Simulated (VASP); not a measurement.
Wanted: the native input for a VASP 6.6.1 run.

```yaml
Task: single point
Functional: r2SCAN
Potentials_or_basis: VASP PAW PBE potentials, release 64 (Sn_d, Se)
Cutoff: 520 eV
k_mesh: 9 × 9 × 4
Occupations: gaussian, width 0.02 eV
Spin: no spin polarisation
Dipole_correction: no
Further_INCAR_settings: ALGO = Normal; EDIFF = 1e-06; NBANDS = 20
```

Crystal: SnSe2.

```
CELL_PARAMETERS angstrom
3.84073 0.00000 0.00000
-1.92036 3.32617 0.00000
0.00000 0.00000 6.52635
ATOMIC_POSITIONS crystal
Sn 0.00000 0.00000 0.00000
Se 0.33333 0.66667 0.24115
Se 0.66667 0.33333 0.75885
```

These files were run (other wordings do the same):

POSCAR

```
SnSe2
1.0
    3.8407286968      0.0000000000      0.0000000000
   -1.9203643484      3.3261686204      0.0000000000
    0.0000000000      0.0000000000      6.5263459053
Sn Se
1 2
Direct
    0.0000000000      0.0000000000      0.0000000000
    0.3333333333      0.6666666667      0.2411469470
    0.6666666667      0.3333333333      0.7588530530
```

INCAR.step1

```
PREC = Accurate ; ENCUT = 520
ISMEAR = 0 ; SIGMA = 0.02
LREAL = False ; LASPH = True
NELM = 100 ; NBANDS = 20
GGA = PE ; ALGO = Normal
EDIFF = 1E-4 ; LWAVE = True
LCHARG = False
```

INCAR.step2

```
PREC = Accurate ; ENCUT = 520
EDIFF = 1E-6 ; ISMEAR = 0
SIGMA = 0.02 ; LREAL = False
LASPH = True ; NELM = 100
ALGO = Normal ; ISIF = 2
LWAVE = False ; LCHARG = False
METAGGA = R2SCAN ; LMIXTAU = True
NBANDS = 20 ; ISTART = 1
```

KPOINTS

```
regular mesh
0
Gamma
  9 9 4
```

Potentials or basis: VASP PAW PBE potentials, release 64 (Sn_d, Se).

The run is started by

```bash
$ cat potpaw_PBE.64/Sn_d/POTCAR potpaw_PBE.64/Se/POTCAR > POTCAR
$ cp INCAR.step1 INCAR
$ mpirun -np 1 vasp_std > vasp.out
$ cp INCAR.step2 INCAR
$ mpirun -np 1 vasp_std > vasp.out
```

It gave:

| Item | Value |
| --- | --- |
| Pressure | 0.0 GPa |
| Largest force | 0.012 eV/Å |
| Band gap on the k mesh | 1.09 eV, indirect (least direct gap 1.46 eV) |

Caveat: the PAW data sets were made with another functional, which shifts forces and pressure a little; spin-orbit coupling is left out, which moves the levels of the heavy elements; an odd mesh through Γ misses points on the zone boundary, where band edges often lie.

Wall time 120 s on 1 thread of Intel(R) Xeon(R) 6975P-C (Granite Rapids) (shared host), peak memory 0.25 GiB.
